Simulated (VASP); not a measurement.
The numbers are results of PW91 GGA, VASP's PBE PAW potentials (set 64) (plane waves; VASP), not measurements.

Input for VASP

**INCAR**
```
# general
SYSTEM = Na
PREC   = Accurate
ENCUT  = 520   # plane-wave cut-off (eV)
LREAL  = .FALSE.   # projection in real space or not
LASPH  = .TRUE.

# electronic loop
EDIFF  = 1E-6   # SCF stop (eV)
NELM   = 100   # most electronic steps
ALGO   = Normal   # blocked Davidson

# smearing
ISMEAR = 1
SIGMA  = 0.1   # width (eV)

# functional
GGA    = 91

# ions
IBRION = 2   # conjugate gradients
NSW    = 60
ISIF   = 3
EDIFFG = -0.01

# output
LWAVE  = .FALSE.
LCHARG = .FALSE.
```

File POSCAR:
```
Na
1
   -2.1300000000     2.1300000000     2.1300000000
    2.1300000000    -2.1300000000     2.1300000000
    2.1300000000     2.1300000000    -2.1300000000
Na
1
Direct
  0.0000000000   0.0000000000   0.0000000000
```

File KPOINTS:
```
Automatic mesh
0
Gamma
11 11 11
0 0 0
```

POTCAR, in this order: Na_pv (PBE.64 set). Program: vasp_std.

Output of the run:

OUTCAR:
```
 ion  position               nearest neighbor table
   1  0.000  0.000  0.000-
  LATTYP: Found a body centered cubic cell.
 ALAT       =     4.2600000000
 Subroutine PRICEL returns:
 Original cell was already a primitive cell.
 Subroutine GETGRP returns: Found 48 space group operations
The static configuration has the point symmetry O_h .
The dynamic configuration has the point symmetry O_h .
 Subroutine INISYM returns: Found 48 space group operations
 Subroutine IBZKPT returns following result:
 Found     56 irreducible k-points:

 Following reciprocal coordinates:
            Coordinates               Weight
  0.000000  0.000000  0.000000      1.000000
  0.090909  0.000000  0.000000     12.000000
  0.181818  0.000000  0.000000     12.000000
  0.272727  0.000000  0.000000     12.000000
  0.363636  0.000000  0.000000     12.000000
  0.454545  0.000000  0.000000     12.000000
  0.090909  0.090909  0.000000     24.000000
  0.181818  0.090909  0.000000     48.000000
  0.272727  0.090909  0.000000     48.000000
  0.363636  0.090909  0.000000     48.000000
  0.454545  0.090909 -0.000000     24.000000
  0.181818  0.181818  0.000000     24.000000
  0.272727  0.181818  0.000000     48.000000
  0.363636  0.181818  0.000000     48.000000
  0.272727  0.272727  0.000000     24.000000
  0.363636  0.272727  0.000000     24.000000
  0.090909  0.090909  0.090909      8.000000
  0.181818  0.090909  0.090909     24.000000
  0.272727  0.090909  0.090909     24.000000
  0.363636  0.090909  0.090909     24.000000
 -0.090909  0.090909  0.090909      6.000000
  0.181818  0.181818  0.090909     24.000000
  0.272727  0.181818  0.090909     48.000000
  0.363636  0.181818  0.090909     24.000000
 -0.181818  0.181818  0.090909     24.000000
...
```

### OSZICAR
```
       N       E                     dE             d eps       ncg     rms          rms(c)
DAV:   1     0.208135127014E+02    0.20814E+02   -0.38921E+03   784   0.815E+02
DAV:   2    -0.878493422398E+00   -0.21692E+02   -0.21685E+02   812   0.140E+02
DAV:   3    -0.129976168596E+01   -0.42127E+00   -0.42127E+00  1043   0.281E+01
DAV:   4    -0.130344634969E+01   -0.36847E-02   -0.36847E-02  1022   0.230E+00
DAV:   5    -0.130348655773E+01   -0.40208E-04   -0.40208E-04   966   0.195E-01    0.202E-01
DAV:   6    -0.130401845571E+01   -0.53190E-03   -0.39035E-04   945   0.206E-01    0.136E-01
DAV:   7    -0.130480076922E+01   -0.78231E-03   -0.19164E-03   812   0.404E-01    0.790E-03
DAV:   8    -0.130481491326E+01   -0.14144E-04   -0.18263E-05   966   0.515E-02    0.239E-03
DAV:   9    -0.130481565371E+01   -0.74045E-06   -0.90146E-07   868   0.872E-03
   1 F= -.13048157E+01 E0= -.13047068E+01  d E =-.130482E+01
       N       E                     dE             d eps       ncg     rms          rms(c)
DAV:   1    -0.131088479834E+01   -0.60699E-02   -0.17209E-01   784   0.931E+00    0.504E-01
DAV:   2    -0.130691443397E+01    0.39704E-02   -0.47934E-03   784   0.150E+00    0.254E-01
DAV:   3    -0.130565240243E+01    0.12620E-02   -0.23325E-03   798   0.101E+00    0.252E-02
DAV:   4    -0.130556632930E+01    0.86073E-04   -0.81507E-05   798   0.214E-01    0.220E-03
DAV:   5    -0.130556553122E+01    0.79808E-06   -0.40269E-07   455   0.155E-02
   2 F= -.13055655E+01 E0= -.13054543E+01  d E =-.749878E-03
       N       E                     dE             d eps       ncg     rms          rms(c)
DAV:   1    -0.130764345146E+01   -0.20771E-02   -0.57318E-02   784   0.540E+00    0.289E-01
DAV:   2    -0.130633683936E+01    0.13066E-02   -0.15724E-03   784   0.860E-01    0.146E-01
DAV:   3    -0.130591780090E+01    0.41904E-03   -0.77340E-04   798   0.579E-01    0.143E-02
DAV:   4    -0.130588933382E+01    0.28467E-04   -0.27639E-05   791   0.124E-01    0.129E-03
DAV:   5    -0.130588910420E+01    0.22962E-06   -0.10902E-07   413   0.784E-03
   3 F= -.13058891E+01 E0= -.13057766E+01  d E =-.107345E-02
       N       E                     dE             d eps       ncg     rms          rms(c)
DAV:   1    -0.131338643423E+01   -0.74971E-02   -0.22934E-01   784   0.108E+01    0.581E-01
DAV:   2    -0.130809377979E+01    0.52927E-02   -0.64090E-03   784   0.174E+00    0.293E-01
DAV:   3    -0.130641493556E+01    0.16788E-02   -0.31019E-03   784   0.116E+00    0.292E-02
DAV:   4    -0.130630030834E+01    0.11463E-03   -0.10789E-04   805   0.247E-01    0.253E-03
DAV:   5    -0.130629921541E+01    0.10929E-05   -0.57617E-07   413   0.187E-02    0.883E-04
DAV:   6    -0.130629906505E+01    0.15036E-06   -0.23761E-07   406   0.119E-02
   4 F= -.13062991E+01 E0= -.13061840E+01  d E =-.148341E-02
       N       E                     dE             d eps       ncg     rms          rms(c)
DAV:   1    -0.133498032432E+01   -0.28681E-01   -0.91960E-01   784   0.214E+01    0.118E+00
DAV:   2    -0.131339488941E+01    0.21585E-01   -0.26596E-02   784   0.355E+00    0.592E-01
DAV:   3    -0.130660324671E+01    0.67916E-02   -0.12416E-02   784   0.233E+00    0.613E-02
DAV:   4    -0.130613797243E+01    0.46527E-03   -0.40627E-04   812   0.481E-01    0.479E-03
DAV:   5    -0.130613262142E+01    0.53510E-05   -0.46069E-06   840   0.506E-02    0.172E-03
DAV:   6    -0.130613209121E+01    0.53021E-06   -0.53314E-07   413   0.182E-02
   5 F= -.13061321E+01 E0= -.13060122E+01  d E =-.131644E-02
       N       E                     dE             d eps       ncg     rms          rms(c)
DAV:   1    -0.131575331810E+01   -0.96207E-02   -0.31177E-01   784   0.128E+01    0.665E-01
DAV:   2    -0.130880663645E+01    0.69467E-02   -0.81599E-03   784   0.197E+00    0.337E-01
DAV:   3    -0.130654553775E+01    0.22611E-02   -0.42032E-03   784   0.135E+00    0.311E-02
DAV:   4    -0.130639350827E+01    0.15203E-03   -0.16510E-04   805   0.304E-01    0.332E-03
DAV:   5    -0.130639252644E+01    0.98183E-06   -0.51334E-07   413   0.137E-02
   6 F= -.13063925E+01 E0= -.13062753E+01  d E =-.157687E-02
       N       E                     dE             d eps       ncg     rms          rms(c)
DAV:   1    -0.130866406070E+01   -0.22706E-02   -0.75886E-02   784   0.622E+00    0.334E-01
DAV:   2    -0.130691785928E+01    0.17462E-02   -0.20989E-03   784   0.997E-01    0.169E-01
DAV:   3    -0.130635619592E+01    0.56166E-03   -0.10290E-03   784   0.670E-01    0.166E-02
DAV:   4    -0.130631808983E+01    0.38106E-04   -0.36710E-05   805   0.144E-01    0.150E-03
DAV:   5    -0.130631776703E+01    0.32280E-06   -0.15099E-07   399   0.935E-03
   7 F= -.13063178E+01 E0= -.13061992E+01  d E =-.150211E-02
       N       E                     dE             d eps       ncg     rms          rms(c)
DAV:   1    -0.130703470452E+01   -0.71661E-03   -0.21747E-02   784   0.336E+00    0.177E-01
DAV:   2    -0.130654111164E+01    0.49359E-03   -0.58660E-04   784   0.527E-01    0.897E-02
DAV:   3    -0.130638187927E+01    0.15923E-03   -0.29465E-04   784   0.358E-01    0.854E-03
DAV:   4    -0.130637115332E+01    0.10726E-04   -0.11006E-05   805   0.787E-02    0.835E-04
DAV:   5    -0.130637105825E+01    0.95068E-07   -0.33366E-08   399   0.381E-03
   8 F= -.13063711E+01 E0= -.13062532E+01  d E =-.155540E-02
```

**OUTCAR**
```
------------------------ aborting loop because EDIFF is reached ----------------------------------------
  FORCE on cell =-STRESS in cart. coord.  units (eV):
  Direction    XX          YY          ZZ          XY          YZ          ZX
  --------------------------------------------------------------------------------------
  Total        0.0035732      0.0035732      0.0035732      0.0000000      0.0000000     -0.0000000
  in kB        0.1552400      0.1552400      0.1552400      0.0000000      0.0000000     -0.0000000
  external PRESSURE =       0.1552400 kB  Pullay stress =       0.0000000 kB
  volume of cell :       36.88
      direct lattice vectors                 reciprocal lattice vectors
    -2.096847176  2.096847176  2.096847176     0.000000000  0.238453239  0.238453239
     2.096847176 -2.096847176  2.096847176     0.238453239  0.000000000  0.238453239
     2.096847176  2.096847176 -2.096847176     0.238453239  0.238453239  0.000000000
 POSITION                                       TOTAL-FORCE (eV/Angst)
 -----------------------------------------------------------------------------------
      0.00000      0.00000      0.00000        -0.000000      0.000000      0.000000
 -----------------------------------------------------------------------------------
    total drift:                                0.000000     -0.000000      0.000000
  FREE ENERGIE OF THE ION-ELECTRON SYSTEM (eV)
  ---------------------------------------------------
  free  energy   TOTEN  =        -1.3063710582 eV

  energy  without entropy=       -1.3060174610  energy(sigma->0) =       -1.30625319

 reached required accuracy - stopping structural energy minimisation
```
(Selected blocks of OUTCAR.)

**CONTCAR**
```
Na
   1.00000000000000
    -2.0968471762985024    2.0968471762985024    2.0968471762985024
     2.0968471762985024   -2.0968471762985024    2.0968471762985024
     2.0968471762985024    2.0968471762985024   -2.0968471762985024
  Na
     1
Direct
     0.0000000000000000    0.0000000000000000    0.0000000000000000
```

Energy and stress use the plane-wave basis of the starting cell.

The compound is Na in the bcc structure. This run relaxes it. Symmetry was kept, so distortions that lower it aren't found.
